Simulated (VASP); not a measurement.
Output of a VASP run:

File OSZICAR:
```
       N       E                     dE             d eps       ncg     rms          rms(c)
DAV:   1     0.163880426340E+01    0.16388E+01   -0.40166E+03   752   0.901E+02
DAV:   2    -0.234827402276E+02   -0.25122E+02   -0.23577E+02  1200   0.108E+02
DAV:   3    -0.238061985388E+02   -0.32346E+00   -0.32346E+00   784   0.170E+01
DAV:   4    -0.238066967067E+02   -0.49817E-03   -0.49817E-03  1216   0.763E-01
DAV:   5    -0.238066967646E+02   -0.57883E-07   -0.57883E-07   784   0.642E-03    0.474E+00
DAV:   6    -0.221915411391E+02    0.16152E+01   -0.97190E-01   912   0.692E+00    0.276E+00
DAV:   7    -0.220295000126E+02    0.16204E+00   -0.42795E-01   792   0.419E+00    0.809E-01
DAV:   8    -0.220707620941E+02   -0.41262E-01   -0.20845E-01   752   0.412E+00    0.378E-01
DAV:   9    -0.222056663227E+02   -0.13490E+00   -0.18042E-02   784   0.124E+00    0.194E-01
DAV:  10    -0.222125909435E+02   -0.69246E-02   -0.39387E-04  1072   0.192E-01    0.180E-01
DAV:  11    -0.222405262009E+02   -0.27935E-01   -0.40416E-03   752   0.721E-01    0.760E-02
DAV:  12    -0.222459590145E+02   -0.54328E-02   -0.47733E-03  1056   0.717E-01    0.357E-02
DAV:  13    -0.222459972143E+02   -0.38200E-04   -0.38712E-05   752   0.682E-02    0.290E-02
DAV:  14    -0.222460544648E+02   -0.57250E-04   -0.17404E-05  1016   0.455E-02    0.622E-03
DAV:  15    -0.222460496399E+02    0.48248E-05   -0.45722E-06   984   0.247E-02    0.235E-03
DAV:  16    -0.222460507472E+02   -0.11073E-05   -0.10775E-06   952   0.109E-02    0.178E-03
DAV:  17    -0.222460525323E+02   -0.17851E-05   -0.13399E-06   752   0.134E-02    0.447E-04
DAV:  18    -0.222460532539E+02   -0.72154E-06   -0.15691E-07   584   0.348E-03    0.392E-04
DAV:  19    -0.222460531913E+02    0.62558E-07   -0.99932E-09   376   0.949E-04
   1 F= -.22246053E+02 E0= -.22246053E+02  d E =-.207448E-12
```

OUTCAR:
```
------------------------ aborting loop because EDIFF is reached ----------------------------------------
  FORCE on cell =-STRESS in cart. coord.  units (eV):
  Direction    XX          YY          ZZ          XY          YZ          ZX
  --------------------------------------------------------------------------------------
  Total       -0.6947826     -0.6947826     -0.6947826     -0.0000000     -0.0000000     -0.0000000
  in kB      -39.4230100    -39.4230100    -39.4230100     -0.0000000     -0.0000000     -0.0000000
  external PRESSURE =     -39.4230100 kB  Pullay stress =       0.0000000 kB
  volume of cell :       28.24
      direct lattice vectors                 reciprocal lattice vectors
     0.000000000  2.416906830  2.416906830    -0.206875993  0.206875993  0.206875993
     2.416906830  0.000000000  2.416906830     0.206875993 -0.206875993  0.206875993
     2.416906830  2.416906830  0.000000000     0.206875993  0.206875993 -0.206875993
  FREE ENERGIE OF THE ION-ELECTRON SYSTEM (eV)
  ---------------------------------------------------
  free  energy   TOTEN  =       -22.2460531913 eV

  energy  without entropy=      -22.2460531913  energy(sigma->0) =      -22.24605319
```
(Selected blocks of OUTCAR.)

File POSCAR:
```
BAs
1
    0.0000000000     2.4169068300     2.4169068300
    2.4169068300     0.0000000000     2.4169068300
    2.4169068300     2.4169068300     0.0000000000
B As
1 1
Direct
  0.0000000000   0.0000000000   0.0000000000
  0.2500000000   0.2500000000   0.2500000000
```

Problem. Write an INCAR and KPOINTS that could have produced this output.

Solution. This is not unique; one that fits is the input of the run itself, r2SCAN meta-GGA, plane waves, VASP's PBE PAW potentials (set 64).

INCAR:
```
SYSTEM = BAs
PREC = Accurate
ENCUT = 520
EDIFF = 1E-7
NELM = 100
ALGO = Normal
LREAL = .FALSE.
LASPH = .TRUE.
ISMEAR = 0
SIGMA = 0.05
METAGGA = R2SCAN
LMIXTAU = .TRUE.
LMAXMIX = 4
LWAVE = .FALSE.
LCHARG = .FALSE.
ISIF = 2
```

File KPOINTS:
```
Regular mesh
0
gamma
10 10 10
```

POTCAR, in this order: B As (PBE.64 set). Program: vasp_std.

The compound is BAs in the zinc blende structure. This cell is one point of a volume scan, at 1.03 of the reference volume.
